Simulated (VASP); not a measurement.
The input files of a VASP run:

INCAR:
```
! general
SYSTEM  = Zn
PREC    = Accurate
ENCUT   = 480
LREAL   = .FALSE.
LASPH   = .TRUE.

! electronic loop
EDIFF   = 1E-7
NELM    = 100
ALGO    = Normal
LMAXMIX = 4
LMIXTAU = .TRUE.

! smearing
ISMEAR  = 1
SIGMA   = 0.1

! functional
METAGGA = R2SCAN

! ions
ISIF    = 2

! output
LWAVE   = .FALSE.
LCHARG  = .FALSE.
```

File POSCAR:
```
Zn
1
    1.3239444404    -2.2931394566     0.0000000000
    1.3239444404     2.2931394566    -0.0000000000
   -0.0000000000     0.0000000000     4.6581489966
Zn
2
Direct
  0.3333330000   0.6666670000   0.2500000000
  0.6666670000   0.3333330000   0.7500000000
```

File KPOINTS:
```
Regular mesh
0
G
  14 14 8
```

POTCAR, in this order: Zn (PBE.64 set). Program: vasp_std.

**Question.** Write an equivalent input for Ansatz.

**Answer.** One equivalent input (not run):
Ansatz 0.2 input:
```yaml
crystal:
  lattice:
    - [1.3239444, -2.2931395, 0.0000000]
    - [1.3239444, 2.2931395, 0.0000000]
    - [0.0000000, 0.0000000, 4.6581490]
  atoms:
    - { symbol: Zn, position: [0.3333330, 0.6666670, 0.2500000] }
    - { symbol: Zn, position: [0.6666670, 0.3333330, 0.7500000] }
kpoints:
  mp_grid: { grid: [14, 14, 8] }
hamiltonian:
  xc: r2scan
  pseudopotentials: { kind: paw }
scf:
  occupations: { method: methfessel_paxton, width: 0.1 }
  max_iter: 100
output: { forces: true, stress: true, eigenvalues: true }
```
The two are equivalent in intent, not identical: each code has its own PAW files, so the cut-off isn't converted (ENCUT is set for VASP's; basis.ecutwfc is left out, and Ansatz then takes the one that its files recommend); Ansatz stops its SCF on the density residual and VASP on the energy change (EDIFF).

The compound is Zn in the hcp structure. It was relaxed first, which changed the volume by -7 %.
